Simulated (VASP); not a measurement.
A convergence study with VASP on N₂ (space group no. 205 when undisturbed): a few settings are varied, all else stays as given below, so the limit is that of these other settings. One atom is moved off its site, so that forces are finite.

```xyz
8
Lattice="5.6783 0.0000 0.0000 0.0000 5.6783 0.0000 0.0000 0.0000 5.6783" Properties=species:S:1:pos:R:3 pbc="T T T"
N      5.3603     3.1571     2.5211
N      2.5211     5.3603     3.1571
N      5.3891     5.3891     5.3891
N      0.3180     0.3180     0.3180
N      3.1571     2.5211     5.3603
N      3.1571     0.3180     2.5211
N      2.5211     3.1571     0.3180
N      0.3180     2.5211     3.1571
```

These are PBE GGA, VASP's PBE PAW potentials (set 64) (plane waves; VASP) values and carry that method's errors. The last row used: 400 eV cut-off, 10×10×10 Γ-centred mesh shifted by (0.5, 0.5, 0.5), Fermi-Dirac smearing of 0.020 eV, potentials N.

```json
[
 {"setting": "1×1×1 mesh", "E (eV/atom)": "-8.2684", "pressure (GPa)": "2.32", "largest force (eV/Å)": "12.662", "irreducible k-points": "1"},
 {"setting": "2×2×2 mesh", "E (eV/atom)": "-8.2637", "pressure (GPa)": "2.57", "largest force (eV/Å)": "12.640", "irreducible k-points": "2"},
 {"setting": "3×3×3 mesh", "E (eV/atom)": "-8.2630", "pressure (GPa)": "2.56", "largest force (eV/Å)": "12.651", "irreducible k-points": "6"},
 {"setting": "4×4×4 mesh", "E (eV/atom)": "-8.2631", "pressure (GPa)": "2.56", "largest force (eV/Å)": "12.650", "irreducible k-points": "12"},
 {"setting": "5×5×5 mesh", "E (eV/atom)": "-8.2631", "pressure (GPa)": "2.56", "largest force (eV/Å)": "12.649", "irreducible k-points": "23"},
 {"setting": "6×6×6 mesh", "E (eV/atom)": "-8.2634", "pressure (GPa)": "2.57", "largest force (eV/Å)": "12.647", "irreducible k-points": "38"},
 {"setting": "7×7×7 mesh", "E (eV/atom)": "-8.2630", "pressure (GPa)": "2.56", "largest force (eV/Å)": "12.649", "irreducible k-points": "60"},
 {"setting": "8×8×8 mesh", "E (eV/atom)": "-8.2630", "pressure (GPa)": "2.56", "largest force (eV/Å)": "12.649", "irreducible k-points": "88"},
 {"setting": "9×9×9 mesh", "E (eV/atom)": "-8.2630", "pressure (GPa)": "2.56", "largest force (eV/Å)": "12.649", "irreducible k-points": "125"},
 {"setting": "10×10×10 mesh", "E (eV/atom)": "-8.2628", "pressure (GPa)": "2.55", "largest force (eV/Å)": "12.650", "irreducible k-points": "170"}
]
```

Left out are rungs that failed or repeat a setting and relaxations that didn't move; long series are thinned to 24 rows.

The structure is a typed N2 crystal (space group no. 205). The cell was not relaxed at this level, it is distorted from the ideal structure.
